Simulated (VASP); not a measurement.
Method: PBEsol GGA, VASP's PBE PAW potentials (set 64) (plane waves; VASP).

VASP ran on this input.

### POSCAR
```
MgO
2.9161490
  0.0000000000   0.7071067901   0.7071067901
  0.7071067901   0.0000000000   0.7071067901
  0.7071067901   0.7071067901   0.0000000000
Mg O
1 1
Cartesian
  0.0000000000   0.0000000000   0.0000000000
  0.7071067901   0.7071067901   0.7071067901
```

**KPOINTS**
```
Automatic mesh
0
Gamma
11 11 11
0 0 0
```

### INCAR
```
ALGO=Normal
EDIFF=1E-7
ENCUT=520
GGA=PS
ISIF=2
ISMEAR=0
LASPH=.TRUE.
LCHARG=.FALSE.
LREAL=.FALSE.
LWAVE=.FALSE.
NELM=100
PREC=Accurate
SIGMA=0.05
SYSTEM=MgO
```

POTCAR, in this order: Mg O (PBE.64 set). Program: vasp_std.

### Question
What will the output report for the number of irreducible k-points (NKPTS), largest plane-wave count, number of space-group operations, FFT grid (NGX, NGY, NGZ)?

### Answer

The number of irreducible k-points (NKPTS) is 56 and the largest plane-wave count is 495. The number of space-group operations is 48 and the FFT grid (NGX, NGY, NGZ) comes out as 24 × 24 × 24.

The compound is MgO in the rock salt structure. This cell is one point of a volume scan, at 0.94 of the reference volume.
